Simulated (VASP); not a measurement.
```xyz
2
Lattice="2.8927 0.0000 0.0000 0.0000 2.8927 0.0000 0.0000 0.0000 2.8927" Properties=species:S:1:pos:R:3 pbc="T T T"
Al     1.4463     1.4463     1.4463
Ni     0.0000     0.0000     0.0000
```

Method: PBE GGA with spin-orbit coupling, VASP's PBE PAW potentials (set 64) (plane waves; VASP). Settings: 400 eV cut-off, 11×11×11 Γ-centred mesh, Gaussian smearing of 0.050 eV, potentials Al Ni.

Q: Give the energies of bands 5 to 18 at the high-symmetry points, in eV from the Fermi level.

A: 
| band | Γ | X | M | R |
|---|---|---|---|---|
| 5 | -3.18 | -2.72 | -2.89 | -4.00 |
| 6 | -3.18 | -2.72 | -2.89 | -4.00 |
| 7 | -1.56 | -2.26 | -2.84 | -0.96 |
| 8 | -1.56 | -2.26 | -2.84 | -0.96 |
| 9 | -1.56 | -2.17 | -2.08 | -0.96 |
| 10 | -1.56 | -2.17 | -2.08 | -0.96 |
| 11 | -1.42 | -1.42 | -2.00 | 1.90 |
| 12 | -1.42 | -1.42 | -2.00 | 1.90 |
| 13 | 5.35 | -0.63 | -0.99 | 2.05 |
| 14 | 5.35 | -0.63 | -0.99 | 2.05 |
| 15 | 5.48 | 8.25 | 1.46 | 2.05 |
| 16 | 5.48 | 8.25 | 1.46 | 2.05 |
| 17 | 5.48 | 9.90 | 2.41 | 3.57 |
| 18 | 5.48 | 9.90 | 2.41 | 3.57 |

It has no gap at this level: it comes out as a metal or semimetal.

The compound is NiAl in the CsCl type structure. It was relaxed first.
